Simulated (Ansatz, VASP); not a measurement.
# Cross-check of H2C9 (C(110) slab, H on the bottom face, stepped) between VASP and Ansatz

Aim: how closely do two programs agree when they are given the same cell, functional and k mesh? The cell is taken from a series of runs on this material, whose earlier steps may have relaxed, scaled, displaced or heated it; both programs get it as it stands.

Program: Ansatz 0.2.0. Level of theory: plane waves, with VASP 6.6.1 beside it; single point at PBE with D3(BJ). Results are calculated unless marked as measured.

## (1) The structure

The cell holds 132 atoms: 108 C and 24 H. Cell: a = 10.089 Å, b = 10.701 Å, c = 15.934 Å, α = 90.0°, β = 90.0°, γ = 90.0°. It derives from C (diamond-structure). As first built, before any earlier steps moved the atoms (in the runner's words): diamond-structure C (a = 3.567 A), (110) slab of 5 atomic planes, 4 x 3 surface cells, H on the broken bonds of the bottom face; the top repeat layer removed from half of the cell (two steps); displaced by a Gaussian of 0.02 A. Vacuum lies along c.

## (2) VASP: single point, PBE with D3(BJ)

A single point gives forces, pressure and levels at one fixed geometry, so differences don't come from the geometry; what else differs is listed under the comparison.

Lines of VASP's logs that name or quote its potential files are left out, and so is its time.

The input, INCAR:

```
SYSTEM = H2C9
PREC = Accurate
ENCUT = 520
EDIFF = 1E-06
NELM = 120
ISMEAR = 0
SIGMA = 0.05
LREAL = Auto
ALGO = Normal
GGA = PE
IVDW = 12
NBANDS = 320
LORBIT = 11
LWAVE = .FALSE.
LCHARG = .FALSE.
ISIF = 2
LASPH = .TRUE.
GGA_COMPAT = .FALSE.
EFERMI = MIDGAP
```

The input, POSCAR:

```
H2C9
1.0
   10.0890000000      0.0000000000      0.0000000000
    0.0000000000     10.7010000000      0.0000000000
    0.0000000000      0.0000000000     15.9344810000
C H
108 24
Direct
    0.8719600000      0.1709100000      0.3705280000
    0.0006650000      0.0815190000      0.3693100000
    0.9959660000      0.0021550000      0.4489490000
    0.8753160000      0.2528650000      0.4492670000
    0.8770330000      0.1673820000      0.5275990000
    0.9994840000      0.0855890000      0.5253050000
    0.9959200000      0.0015200000      0.6066250000
    0.8834340000      0.2443930000      0.6056340000
    0.9959420000      0.1106350000      0.6662950000
    0.1270660000      0.1659550000      0.3716450000
    0.2473860000      0.0854450000      0.3705000000
    0.2482380000      0.0048830000      0.4497100000
    0.1236490000      0.2533810000      0.4482840000
    0.1232550000      0.1695390000      0.5264600000
    0.2490780000      0.0859040000      0.5267990000
    0.2491790000      0.9953660000      0.6065820000
    0.1243590000      0.2572090000      0.6069770000
    0.1205330000      0.1604390000      0.6741940000
    0.2540420000      0.0912420000      0.6741870000
    0.8728750000      0.5007990000      0.3711360000
    0.9998330000      0.4170590000      0.3700410000
    0.9986650000      0.3353790000      0.4453350000
    0.8772370000      0.5825950000      0.4484120000
    0.8776860000      0.4991410000      0.5271030000
    0.0005760000      0.4175070000      0.5243000000
    0.9960240000      0.3353160000      0.6063850000
    0.8841900000      0.5760590000      0.6055690000
    0.9941530000      0.4455380000      0.6653140000
    0.3742150000      0.1670150000      0.3679210000
    0.4988580000      0.0811350000      0.3716580000
[... 96 atom lines left out ...]
    0.6286300000      0.5604010000      0.3157100000
    0.7508030000      0.3562140000      0.3131200000
    0.3740560000      0.8882360000      0.3132580000
    0.4974700000      0.6900280000      0.3144690000
    0.6224520000      0.8949660000      0.3134220000
    0.7521200000      0.6933290000      0.3134710000
```

The input, KPOINTS:

```
Automatic mesh
0
Gamma
1 1 1
0 0 0
```

The projector-augmented-wave data sets are C and H (PBE family, release 64).

Launch:

```bash
$ export OMP_NUM_THREADS=3
$ mpirun -np 1 vasp_gam
```

The log of the run:

```text
[banner, memory and clock lines left out]
running    1 mpi-ranks, on    1 nodes
[...]
Offloading initialized ...    1 GPUs detected
[...]
LDA part: xc-table for (Slater+PW92), standard interpolation
 POSCAR, INCAR and KPOINTS ok, starting setup
[...]
entering main loop
       N       E                     dE             d eps       ncg     rms          rms(c)
DAV:   1     0.435263225902E+04    0.43526E+04   -0.23775E+05   656   0.133E+03
DAV:   2    -0.542746599449E+03   -0.48954E+04   -0.46544E+04   920   0.326E+02
DAV:   3    -0.105930815984E+04   -0.51656E+03   -0.50997E+03   792   0.111E+02
DAV:   4    -0.107680477502E+04   -0.17497E+02   -0.17419E+02   872   0.226E+01
[...]
DAV:  26    -0.102611014258E+04   -0.48411E-05   -0.36109E-07   536   0.744E-04    0.272E-04
DAV:  27    -0.102611014537E+04   -0.27872E-05   -0.17472E-07   536   0.438E-04    0.259E-04
DAV:  28    -0.102611014577E+04   -0.40539E-06   -0.42897E-08   520   0.237E-04
   1 F= -.10429364E+04 E0= -.10429364E+04  d E =-.173697E-67
```

From OUTCAR (step 2):

```text
  FREE ENERGIE OF THE ION-ELECTRON SYSTEM (eV)
  ---------------------------------------------------
  free  energy   TOTEN  =     -1042.9364482987 eV

  energy  without entropy=    -1042.9364482987  energy(sigma->0) =    -1042.93644830
```

## (3) Ansatz: single point, PBE with D3(BJ)

Ansatz runs on its default PAW (the set named soft_2) files.

The same cell, functional, mesh and smearing now go to Ansatz, which takes its cutoff from its data sets.

The input, input.yaml:

```yaml
crystal:
  lattice:
    - [10.08899955396966, 0.0, 0.0]
    - [0.0, 10.701000000000002, 0.0]
    - [0.0, 0.0, 15.934481050196052]
  atoms:
    - { symbol: C, position: [0.871960493483454, 0.1709101966486393, 0.37052825986913246] }
    - { symbol: C, position: [0.0006645556402791694, 0.08151948104699593, 0.36931044130111657] }
    - { symbol: C, position: [0.9959661331453951, 0.002154816542570976, 0.4489488854300827] }
    - { symbol: C, position: [0.8753155192008866, 0.25286531403491314, 0.44926658542487236] }
    - { symbol: C, position: [0.8770326047018597, 0.16738198329878004, 0.5275992764612354] }
    - { symbol: C, position: [-0.0005158808661644208, 0.0855891842513723, 0.5253052918311955] }
    - { symbol: C, position: [0.9959197826163776, 0.0015201603638944586, 0.6066245665972021] }
    - { symbol: C, position: [0.8834341046045353, 0.24439323180115627, 0.6056342371647526] }
    - { symbol: C, position: [-0.004058107790653316, 0.11063483171412798, 0.6662952671743463] }
    - { symbol: C, position: [0.12706631956333506, 0.16595531104894023, 0.3716451632878852] }
    - { symbol: C, position: [0.24738648244362954, 0.08544488680980532, 0.37050018285969855] }
    - { symbol: C, position: [0.24823763158528597, 0.004882524339870292, 0.44970977461423656] }
    - { symbol: C, position: [0.12364930920557156, 0.25338090471519453, 0.4482839770744144] }
    - { symbol: C, position: [0.12325548945052758, 0.16953928456250136, 0.5264601674970493] }
    - { symbol: C, position: [0.24907800490750986, 0.08590408061449854, 0.526799254602725] }
    - { symbol: C, position: [0.24917863108355418, -0.004633576411845427, 0.6065822444107393] }
    - { symbol: C, position: [0.12435920740502854, 0.25720895941345917, 0.6069769711511158] }
    - { symbol: C, position: [0.12053263389713881, 0.16043935370321166, 0.674193625991627] }
    - { symbol: C, position: [0.2540415292553737, 0.09124221447101839, 0.6741867893675569] }
    - { symbol: C, position: [0.8728751229990818, 0.5007994291835758, 0.37113577665275244] }
    - { symbol: C, position: [0.9998330534346996, 0.4170594883394075, 0.370041297585207] }
    - { symbol: C, position: [0.9986650843031905, 0.3353790072773202, 0.4453354463289996] }
    - { symbol: C, position: [0.8772365326536498, 0.58259530331478, 0.4484118573420186] }
    - { symbol: C, position: [0.8776857210352553, 0.4991414959213575, 0.5271030988454343] }
    - { symbol: C, position: [1.0005760528891663, 0.41750683588245363, 0.5242997640050981] }
    - { symbol: C, position: [0.9960237995093272, 0.3353156843307977, 0.6063849009356346] }
    - { symbol: C, position: [0.88419032713737, 0.5760586374836313, 0.6055694608143609] }
    - { symbol: C, position: [0.9941533314324065, 0.44553807639343995, 0.665313519615309] }
    - { symbol: C, position: [0.3742150922315296, 0.16701513242273425, 0.36792060258173076] }
    - { symbol: C, position: [0.4988584007508162, 0.08113509394394185, 0.37165830109901515] }
[... 96 atom lines left out ...]
    - { symbol: H, position: [0.6286296480383162, 0.5604008955527389, 0.31570972034902317] }
    - { symbol: H, position: [0.750803421675292, 0.3562140701382532, 0.3131197844323197] }
    - { symbol: H, position: [0.3740561786476492, 0.8882364278044819, 0.3132583873887231] }
    - { symbol: H, position: [0.49747012796107926, 0.6900279750403453, 0.3144692265822352] }
    - { symbol: H, position: [0.6224521492189489, 0.894965776538458, 0.3134219384199343] }
    - { symbol: H, position: [0.7521203102053529, 0.6933286516373901, 0.3134709764975257] }
kpoints:
  mp_grid:
    grid: [1, 1, 1]
hamiltonian:
  xc: pbe
  dispersion: d3bj
scf:
  occupations:
    method: gaussian
    width: 0.05
output:
  forces: true
  eigenvalues: true
```

Launch:

```bash
$ python workflow.py
```

## (4) Side by side

Known differences besides the potentials themselves: Ansatz takes its cutoff from its data sets, VASP runs at 520 eV. Total energies have different zeros and are not compared.

Both answers:

| quantity | Ansatz | VASP | difference |
| --- | --- | --- | --- |
| gap on the k mesh (eV) | 1.237 | 1.238 | -0.001 |

Forces on 10 of the 132 atoms, those with the largest forces and the largest differences (eV/Å; atoms numbered as in POSCAR):

| atom | Ansatz x, y, z | VASP x, y, z |
| --- | --- | --- |
| C1 | 1.264, -2.802, 0.172 | 1.267, -2.801, 0.168 |
| C2 | -0.681, 2.669, 0.954 | -0.688, 2.672, 0.940 |
| C28 | -0.045, 0.026, 0.030 | -0.104, 0.019, 0.046 |
| C29 | -0.003, -1.878, 2.858 | -0.002, -1.867, 2.853 |
| C40 | -2.748, 0.528, 0.139 | -2.762, 0.523, 0.133 |
| C46 | 0.002, -0.010, -0.025 | 0.047, -0.004, 0.017 |
| C47 | 0.008, 0.010, -0.019 | -0.045, 0.000, 0.019 |
| C49 | -0.625, 4.488, 2.654 | -0.629, 4.480, 2.635 |
| C74 | 1.065, -3.214, 0.677 | 1.071, -3.219, 0.675 |
| H120 | 0.093, -1.484, -2.414 | 0.092, -1.488, -2.424 |

The forces differ by 15 meV/Å r.m.s., which is 2.0 % of the r.m.s. force of 0.741 eV/Å (both taken over all components). A gap on the mesh is an upper bound, since the band edges may lie between its points. With vacuum in the cell, a pressure given here is an average over mostly empty space and none of the material.

## (5) What came out

```json
{"r.m.s. force difference (single point, PBE with D3(BJ))": "2.0 % of the r.m.s. force"}
```

In words: The r.m.s. force difference is 2.0 % of the r.m.s. force (single point, PBE with D3(BJ)), within the 3 % picked in this series as the mark of a large difference. How closely two codes agree says nothing of how well the functional describes the real material.

[Lines on the potential files, build, host, timing and source positions are cut from VASP's logs without a mark.]

[Logs are printed without paths, hosts, clocks, repeated set-up lines and the standing remarks that a program may print on its own settings, such as how far it seeks lower states.]

[Hosts, paths, dates, database ids (printed as entryN), source tags and the programs' standing remarks are cut or masked in the printed files.]
